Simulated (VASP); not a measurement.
# Au3Si: energy against volume and a worked fit

The structure is cubic, space group Fm-3m (No. 225). The conventional cell has a = 6.571 Å, b = 6.571 Å, c = 6.571 Å, α = 90.00°, β = 90.00°, γ = 90.00°. Around Au (site symmetry m-3m) lie 8 Au at 2.85 Å. Around Au (site symmetry -43m) lie 4 Si at 2.85 Å and 4 Au at 2.85 Å. Si (site symmetry m-3m) has 8 Au at 2.85 Å as nearest neighbours.

The cell comes from a database or a generator and needn't be the stable form of this composition.

The cell was scaled at fixed shape and fractions and run with VASP, PBE PAW files Au, Si, 520 eV; PBE, k mesh 7 × 7 × 7 on the cell of 4 atoms, fermi-dirac occupations of 0.05 eV, no spin polarisation, no spin-orbit coupling. Energies are those that the program minimises, any entropy of the smearing included. For a metal such a mesh isn't converged to the digits shown.

| V (Å³/atom) | energy over the lowest row (meV/atom) |
| --- | --- |
| 16.6723 | 19.21 |
| 17.0270 | ? |
| 17.3817 | 0.15 |
| 17.7365 | 0.00 |
| 18.0912 | 5.11 |
| 18.4459 | 14.81 |
| 18.8007 | 28.48 |

Problem. Fit the third-order Birch-Murnaghan form, give V0, B0 and B′, and predict the energy left open.

Solution. With y = (V0/V)^(2/3), E = E0 + (9 V0 B0/16) [(y - 1)³ B′ + (y - 1)² (6 - 4y)]. Least squares through the rows shown give V0 = 17.5655 Å³/atom, E0 = -0.62 meV, B0 = 124.7 GPa (1 eV/Å³ = 160.218 GPa) and B′ = 5.61, with a largest miss of 0.01 meV. At V = 17.0270 the form with these constants gives 6.26 meV; the run gave 6.27 meV an atom.
